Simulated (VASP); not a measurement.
Data:

```
CELL_PARAMETERS angstrom
      0.00000     2.80539     2.80539
      2.80539     0.00000     2.80539
      2.80539     2.80539     0.00000
ATOMIC_POSITIONS crystal
  Li 0.00000 0.00000 0.00000
  Br 0.50000 0.50000 0.50000
```

Computed with revPBE GGA, VASP's PBE PAW potentials (set 64) (plane waves; VASP). Numerical set-up: 520 eV cut-off, Gaussian smearing of 0.050 eV, potentials Li_sv Br.

### Question
Predict the band gap (along the path) with the smallest direct gap where there is one.

### Answer

```json
{
 "band gap (along the path)": "4.89 eV",
 "smallest direct gap (along the path)": "4.89 eV"
}
```

Total energies compare only between runs with the same potentials, cut-off and functional.

The compound is LiBr in the rock salt structure. It was relaxed first, which changed the volume by +6 %.
